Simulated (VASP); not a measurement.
All values below come from MS2 meta-GGA, VASP's PBE PAW potentials (set 64) (plane waves; VASP).

VASP input:

INCAR:
```
# general
SYSTEM =CdTe
PREC   =Accurate
ENCUT  =520
LREAL  =F
LASPH  =T

# electronic loop
EDIFF  =1E-6
NELM   =100
ALGO   =Normal
LMAXMIX=4
LMIXTAU=T

# smearing
ISMEAR =0
SIGMA  =0.05

# functional
METAGGA=MS2

# ions
IBRION =2
NSW    =60
ISIF   =3
EDIFFG =-0.01

# output
LWAVE  =F
LCHARG =F
```

### KPOINTS
```
Automatic mesh
0
Gamma
6 6 6
0 0 0
```

POSCAR:
```
CdTe
1
    0.0000000000     3.2400000000     3.2400000000
    3.2400000000     0.0000000000     3.2400000000
    3.2400000000     3.2400000000     0.0000000000
Cd Te
1 1
Direct
  0.0000000000   0.0000000000   0.0000000000
  0.2500000000   0.2500000000   0.2500000000
```

POTCAR, in this order: Cd Te (PBE.64 set). Program: vasp_std.

The resulting files:

OSZICAR:
```
       N       E                     dE             d eps       ncg     rms          rms(c)
DAV:   1     0.100934639267E+03    0.10093E+03   -0.81005E+03   424   0.117E+03
DAV:   2    -0.702126540266E+01   -0.10796E+03   -0.10302E+03   451   0.272E+02
DAV:   3    -0.112664268070E+02   -0.42452E+01   -0.42372E+01   521   0.590E+01
DAV:   4    -0.112986870009E+02   -0.32260E-01   -0.32258E-01   561   0.484E+00
DAV:   5    -0.112987612760E+02   -0.74275E-04   -0.74275E-04   476   0.209E-01    0.141E+01
DAV:   6     0.252009223602E+01    0.13819E+02   -0.29193E+01   416   0.847E+01    0.879E+00
DAV:   7     0.234891601618E+01   -0.17118E+00   -0.73273E-01   426   0.119E+01    0.478E+00
DAV:   8     0.258712266630E+01    0.23821E+00   -0.12510E+00   416   0.151E+01    0.181E+00
DAV:   9     0.238149392544E+01   -0.20563E+00   -0.10387E+00   416   0.101E+01    0.839E-01
DAV:  10     0.247824511863E+01    0.96751E-01   -0.12065E-01   416   0.378E+00    0.301E-01
DAV:  11     0.247794836366E+01   -0.29675E-03   -0.16721E-01   416   0.402E+00    0.136E-01
DAV:  12     0.247710962061E+01   -0.83874E-03   -0.10651E-03   491   0.296E-01    0.145E-01
DAV:  13     0.247804748980E+01    0.93787E-03   -0.22888E-04   431   0.206E-01    0.136E-01
DAV:  14     0.247934286487E+01    0.12954E-02   -0.25640E-04   426   0.230E-01    0.227E-01
DAV:  15     0.247649427143E+01   -0.28486E-02   -0.68566E-03   416   0.102E+00    0.398E-01
DAV:  16     0.247646576767E+01   -0.28504E-04   -0.40315E-04   421   0.234E-01    0.296E-01
DAV:  17     0.247646792826E+01    0.21606E-05   -0.52343E-05   471   0.770E-02    0.193E-01
DAV:  18     0.247658740130E+01    0.11947E-03   -0.16645E-04   461   0.170E-01    0.252E-02
DAV:  19     0.247651865980E+01   -0.68742E-04   -0.20417E-05   416   0.523E-02    0.252E-02
DAV:  20     0.247649598412E+01   -0.22676E-04   -0.20505E-05   421   0.643E-02    0.370E-02
DAV:  21     0.247648426517E+01   -0.11719E-04   -0.10723E-05   416   0.440E-02    0.417E-02
DAV:  22     0.247648379684E+01   -0.46833E-06   -0.97781E-07   328   0.134E-02
   1 F= 0.24764838E+01 E0= 0.24764838E+01  d E =0.247648E+01
       N       E                     dE             d eps       ncg     rms          rms(c)
DAV:   1     0.238816252378E+01   -0.88322E-01   -0.18874E+00   461   0.185E+01    0.253E+00
DAV:   2     0.246583457959E+01    0.77672E-01   -0.20395E-01   421   0.754E+00    0.812E-01
DAV:   3     0.247337800351E+01    0.75434E-02   -0.24833E-02   436   0.196E+00    0.757E-01
DAV:   4     0.247829062179E+01    0.49126E-02   -0.78310E-03   421   0.110E+00    0.103E-01
DAV:   5     0.247472959683E+01   -0.35610E-02   -0.53531E-03   416   0.106E+00    0.131E-01
DAV:   6     0.247430762466E+01   -0.42197E-03   -0.29018E-04   416   0.191E-01    0.703E-02
DAV:   7     0.247426283488E+01   -0.44790E-04   -0.87568E-05   436   0.121E-01    0.170E-02
DAV:   8     0.247423147469E+01   -0.31360E-04   -0.56733E-05   416   0.120E-01    0.332E-03
DAV:   9     0.247422876606E+01   -0.27086E-05   -0.40675E-05   416   0.970E-02    0.293E-03
DAV:  10     0.247420483707E+01   -0.23929E-04   -0.70890E-06   416   0.423E-02    0.110E-03
DAV:  11     0.247420978548E+01    0.49484E-05   -0.90744E-07   318   0.146E-02    0.772E-04
DAV:  12     0.247420825486E+01   -0.15306E-05   -0.52013E-08   208   0.314E-03    0.642E-04
DAV:  13     0.247420746564E+01   -0.78921E-06   -0.82556E-08   208   0.453E-03
   2 F= 0.24742075E+01 E0= 0.24742075E+01  d E =-.227633E-02
       N       E                     dE             d eps       ncg     rms          rms(c)
DAV:   1     0.246729153268E+01   -0.69167E-02   -0.14404E-01   456   0.505E+00    0.659E-01
DAV:   2     0.247320862226E+01    0.59171E-02   -0.17141E-02   421   0.215E+00    0.212E-01
DAV:   3     0.247374842040E+01    0.53980E-03   -0.18234E-03   436   0.515E-01    0.190E-01
DAV:   4     0.247411746312E+01    0.36904E-03   -0.52417E-04   421   0.297E-01    0.279E-02
DAV:   5     0.247399496467E+01   -0.12250E-03   -0.52394E-04   416   0.344E-01    0.465E-02
DAV:   6     0.247389156008E+01   -0.10340E-03   -0.54773E-05   416   0.955E-02    0.208E-02
DAV:   7     0.247388774073E+01   -0.38193E-05   -0.84162E-06   451   0.408E-02    0.636E-03
DAV:   8     0.247389600484E+01    0.82641E-05   -0.51437E-06   416   0.363E-02    0.132E-03
DAV:   9     0.247388796787E+01   -0.80370E-05   -0.23179E-06   416   0.237E-02    0.113E-03
DAV:  10     0.247389076098E+01    0.27931E-05   -0.51106E-07   213   0.120E-02    0.486E-04
DAV:  11     0.247388848260E+01   -0.22784E-05   -0.18199E-07   208   0.615E-03    0.368E-04
DAV:  12     0.247388835274E+01   -0.12986E-06   -0.10325E-08   208   0.171E-03
   3 F= 0.24738884E+01 E0= 0.24738884E+01  d E =-.259544E-02
```

File OUTCAR:
```
------------------------ aborting loop because EDIFF is reached ----------------------------------------
  FORCE on cell =-STRESS in cart. coord.  units (eV):
  Direction    XX          YY          ZZ          XY          YZ          ZX
  --------------------------------------------------------------------------------------
  Total        0.0114701      0.0114701      0.0114701      0.0000000      0.0000000      0.0000000
  in kB        0.2656329      0.2656329      0.2656329      0.0000000      0.0000000      0.0000000
  external PRESSURE =       0.2656329 kB  Pullay stress =       0.0000000 kB
  volume of cell :       69.18
      direct lattice vectors                 reciprocal lattice vectors
     0.000000000  3.258280821  3.258280821    -0.153455159  0.153455159  0.153455159
     3.258280821 -0.000000000  3.258280821     0.153455159 -0.153455159  0.153455159
     3.258280821  3.258280821 -0.000000000     0.153455159  0.153455159 -0.153455159
  FREE ENERGIE OF THE ION-ELECTRON SYSTEM (eV)
  ---------------------------------------------------
  free  energy   TOTEN  =         2.4738883527 eV

  energy  without entropy=        2.4738883527  energy(sigma->0) =        2.47388835

 reached required accuracy - stopping structural energy minimisation
```
(Selected blocks of OUTCAR.)

File CONTCAR:
```
CdTe
   1.00000000000000
     0.0000000000000000    3.2582808210516676    3.2582808210516676
     3.2582808210516676   -0.0000000000000000    3.2582808210516676
     3.2582808210516676    3.2582808210516676   -0.0000000000000000
  Cd              Te
     1     1
Direct
     0.0000000000000000    0.0000000000000000    0.0000000000000000
     0.2500000000000000    0.2500000000000000    0.2500000000000000
```

The compound is CdTe in the zinc blende structure. This run relaxes it. Symmetry was kept, so distortions that lower it aren't found.
